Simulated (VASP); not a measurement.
Given:

```
CELL_PARAMETERS angstrom
      3.64639     0.00000     0.00000
      0.00000     3.64639     0.00000
      0.00000     0.00000     3.64639
ATOMIC_POSITIONS crystal
  Sr 0.00000 0.00000 0.00000
  V  0.50000 0.50000 0.50000
  O  0.50000 0.00000 0.50000
  O  0.00000 0.50000 0.50000
  O  0.50000 0.50000 0.00000
```

These are LDA (Ceperley-Alder, Perdew-Zunger), VASP's LDA PAW potentials (set 64) (plane waves; VASP) values and carry that method's errors. Numerical set-up: 620 eV cut-off, 8×8×8 Γ-centred mesh, first-order Methfessel-Paxton smearing of 0.10 eV, potentials Sr_sv V_sv O.

Energy and stress use the plane-wave basis of the starting cell.

**Question.** The ions, cell shape and volume at an external pressure of 45.0 GPa are relaxed. What does this cell relax into?

**Answer.** 
```
CELL_PARAMETERS angstrom
      3.59726     0.00000     0.00000
      0.00000     3.59726     0.00000
      0.00000     0.00000     3.59726
ATOMIC_POSITIONS crystal
  Sr 0.00000 0.00000 0.00000
  V  0.50000 0.50000 0.50000
  O  0.50000 0.00000 0.50000
  O  0.00000 0.50000 0.50000
  O  0.50000 0.50000 0.00000
```
Space group Pm-3m (221), at a tolerance of 0.03 Å.

**Question.** How do energy and volume change from the first to the last step?

**Answer.** The energy (σ→0) changes by +89.6 meV/atom and the volume by -4.0 %, in 4 ionic steps.

```
step  E(σ→0) (eV)  max force (eV/Å)  pressure (GPa)  volume (Å³)
----  -----------  ----------------  --------------  -----------
1        -43.2077             0.000           29.86        48.48
2        -41.0177             0.000           90.94        42.33
3        -42.7758             0.000           44.44        46.61
4        -42.7596             0.000           44.99        46.55
```

The compound is SrVO3 in the cubic perovskite structure. This run relaxes it under an external pressure of 45 GPa. Symmetry was kept, so distortions that lower it aren't found. The run is not spin-polarised, so no magnetic state was tried. The electron count is odd and the run is not spin-polarised, which forces a metal.
